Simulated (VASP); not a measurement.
Method: PBE GGA, VASP's PBE PAW potentials (set 64) (plane waves; VASP).

VASP input:

### KPOINTS
```
Automatic mesh
0
Gamma
8 8 8
0 0 0
```

INCAR:
```
ALGO = Fast
EDIFF = 1E-5
EDIFFG = -0.03
ENCUT = 400
GGA = PE
IBRION = 2
ISIF = 2
ISMEAR = 0
LASPH = .TRUE.
LCHARG = .FALSE.
LMAXMIX = 4
LREAL = .FALSE.
LWAVE = .FALSE.
NELM = 100
NELMIN = 4
NSW = 20
PREC = Normal
SIGMA = 0.05
SYSTEM = GaP
```

**POSCAR**
```
GaP
1
    0.0000000000     2.7667798021     2.7667798021
    2.7667798021     0.0000000000     2.7667798021
    2.7667798021     2.7667798021     0.0000000000
Ga P
1 1
Direct
  0.0000000000   0.0000000000   0.0000000000
  0.2500000000   0.2500000000   0.2500000000
```

POTCAR, in this order: Ga P (PBE.64 set). Program: vasp_std.

What VASP printed:

**OSZICAR**
```
       N       E                     dE             d eps       ncg     rms          rms(c)
DAV:   1     0.145805181736E+02    0.14581E+02   -0.33160E+03   464   0.712E+02
DAV:   2    -0.887131065530E+01   -0.23452E+02   -0.22888E+02   696   0.921E+01
DAV:   3    -0.937073208377E+01   -0.49942E+00   -0.49942E+00   544   0.174E+01
DAV:   4    -0.937251590640E+01   -0.17838E-02   -0.17838E-02   744   0.115E+00
DAV:   5    -0.937251822213E+01   -0.23157E-05   -0.23157E-05   608   0.374E-02    0.481E+00
RMM:   6    -0.914364326130E+01    0.22887E+00   -0.23169E-01   464   0.274E+00    0.293E+00
RMM:   7    -0.910728903190E+01    0.36354E-01   -0.16494E-01   464   0.249E+00    0.108E+00
RMM:   8    -0.910538896787E+01    0.19001E-02   -0.18848E-02   464   0.106E+00    0.136E-01
RMM:   9    -0.910494781914E+01    0.44115E-03   -0.32327E-03   464   0.458E-01    0.617E-02
RMM:  10    -0.910512556370E+01   -0.17774E-03   -0.77909E-04   464   0.254E-01    0.411E-02
RMM:  11    -0.910511429114E+01    0.11273E-04   -0.17521E-04   464   0.125E-01    0.137E-02
RMM:  12    -0.910511831565E+01   -0.40245E-05   -0.30837E-05   394   0.548E-02
   1 F= -.91051183E+01 E0= -.91051183E+01  d E =-.910512E+01
```

**OUTCAR**
```
------------------------ aborting loop because EDIFF is reached ----------------------------------------
  FORCE on cell =-STRESS in cart. coord.  units (eV):
  Direction    XX          YY          ZZ          XY          YZ          ZX
  --------------------------------------------------------------------------------------
  Total        0.0108419      0.0108419      0.0108419      0.0000000     -0.0000000     -0.0000000
  in kB        0.4100740      0.4100740      0.4100740      0.0000000     -0.0000000     -0.0000000
  external PRESSURE =       0.4100740 kB  Pullay stress =       0.0000000 kB
  volume of cell :       42.36
      direct lattice vectors                 reciprocal lattice vectors
     0.000000000  2.766779802  2.766779802    -0.180715502  0.180715502  0.180715502
     2.766779802  0.000000000  2.766779802     0.180715502 -0.180715502  0.180715502
     2.766779802  2.766779802  0.000000000     0.180715502  0.180715502 -0.180715502
  FREE ENERGIE OF THE ION-ELECTRON SYSTEM (eV)
  ---------------------------------------------------
  free  energy   TOTEN  =        -9.1051183157 eV

  energy  without entropy=       -9.1051183157  energy(sigma->0) =       -9.10511832

 reached required accuracy - stopping structural energy minimisation
```
(Selected blocks of OUTCAR.)

**OUTCAR**
```
 val. band max:        2.9337875392   @ k =   0.0000   0.0000   0.0000

 cond. band min:       4.4510084626   @ k =   0.0000   0.0000   0.0000


 Fermi energy:         3.1886509752

 k-point     1 :       0.0000    0.0000    0.0000
  band No.  band energies     occupation
      1      -9.1970      2.00000
      2       2.9338      2.00000
      3       2.9338      2.00000
      4       2.9338      2.00000
      5       4.4510      0.00000
      6       6.8752      0.00000
      7       6.8752      0.00000
      8       6.8752      0.00000

 k-point     2 :       0.1250    0.0000    0.0000
  band No.  band energies     occupation
      1      -9.0189      2.00000
      2       1.3143      2.00000
      3       2.7220      2.00000
      4       2.7220      2.00000
      5       5.1845      0.00000
      6       7.2050      0.00000
      7       7.2050      0.00000
      8       7.3508      0.00000

 k-point     3 :       0.2500    0.0000    0.0000
  band No.  band energies     occupation
      1      -8.5116      2.00000
      2      -0.8413      2.00000
      3       2.3185      2.00000
      4       2.3185      2.00000
      5       4.9810      0.00000
      6       7.6953      0.00000
      7       7.6953      0.00000
      8       9.0926      0.00000

 k-point     4 :       0.3750    0.0000    0.0000
  band No.  band energies     occupation
      1      -7.8097      2.00000
      2      -2.6215      2.00000
      3       2.0040      2.00000
      4       2.0040      2.00000
      5       4.6427      0.00000
      6       7.7588      0.00000
      7       7.7588      0.00000
      8      10.7879      0.00000

 k-point     5 :       0.5000    0.0000    0.0000
  band No.  band energies     occupation
      1      -7.3935      2.00000
      2      -3.4086      2.00000
      3       1.8906      2.00000
      4       1.8906      2.00000
      5       4.5163      0.00000
      6       7.6983      0.00000
      7       7.6983      0.00000
...
```

The structure comes from a computed database's GaP entry (F-43m); how it stands against other phases isn't given here. It was relaxed first.
